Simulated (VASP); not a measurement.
Calculation: PBEsol GGA, VASP's PBE PAW potentials (set 64) (plane waves; VASP).

VASP ran on this input.

**INCAR**
```
# general
SYSTEM  = Nb3ZrC4
PREC    = Accurate
ENCUT   = 520
LREAL   = .FALSE.   # projection in real space or not
LASPH   = .TRUE.   # aspherical one-centre terms

# electronic loop
EDIFF   = 1E-6   # SCF stop (eV)
NELM    = 100   # most electronic steps
ALGO    = Normal   # blocked Davidson
LMAXMIX = 4

# smearing
ISMEAR  = 1   # Methfessel-Paxton
SIGMA   = 0.1   # width (eV)

# functional
GGA     = PS   # PBEsol

# ions
IBRION  = 2
NSW     = 60
ISIF    = 3
EDIFFG  = -0.02   # ionic stop

# output
LWAVE   = .FALSE.
LCHARG  = .FALSE.
```

**POSCAR**
```
Nb3ZrC4
1.0
  4.4989391992   0.0000000000   0.0000000000
  0.0000000000   4.4989391992   0.0000000000
  0.0000000000   0.0000000000   4.4989391992
Zr C Nb
1 4 3
direct
  0.0000000000   0.0000000000   0.0000000000
  0.5000000000   0.5000000000   0.5000000000
  0.0000000000   0.0000000000   0.5000000000
  0.0000000000   0.5000000000   0.0000000000
  0.5000000000   0.0000000000   0.0000000000
  0.5000000000   0.5000000000   0.0000000000
  0.5000000000   0.0000000000   0.5000000000
  0.0000000000   0.5000000000   0.5000000000
```

File KPOINTS:
```
Automatic mesh
0
G
  6 6 6
0 0 0
```

POTCAR, in this order: Zr_sv C Nb_sv (PBE.64 set). Program: vasp_std.

Problem. Predict the energy per atom (σ→0), band gap (on the k-mesh).

Solution. 
- energy per atom (σ→0) = -10.759 eV/atom
- band gap (on the k-mesh) = none (metal, semimetal or under 0.01 eV)

**OSZICAR**
```
...
DAV:   9    -0.860674753944E+02   -0.15235E-03   -0.63451E-02  2400   0.178E+00    0.563E-01
DAV:  10    -0.860686157569E+02   -0.11404E-02   -0.14093E-02  2232   0.643E-01    0.231E-01
DAV:  11    -0.860685457742E+02    0.69983E-04   -0.17956E-03  2272   0.280E-01    0.428E-02
DAV:  12    -0.860685439723E+02    0.18019E-05   -0.25525E-04  2576   0.717E-02    0.206E-02
DAV:  13    -0.860685418646E+02    0.21077E-05   -0.13027E-05  2248   0.296E-02    0.125E-02
DAV:  14    -0.860685396360E+02    0.22286E-05   -0.11304E-06  1288   0.992E-03    0.571E-03
DAV:  15    -0.860685395301E+02    0.10591E-06   -0.94571E-07  1264   0.567E-03
   1 F= -.86068540E+02 E0= -.86069250E+02  d E =-.860685E+02
```

The structure was generated: Nb3ZrC4 was put into an ordered model structure (Pm-3m), which need not be its known phase. It was relaxed first. The start is the result of an earlier pass. The electron count is odd and the run is not spin-polarised, which forces a metal.
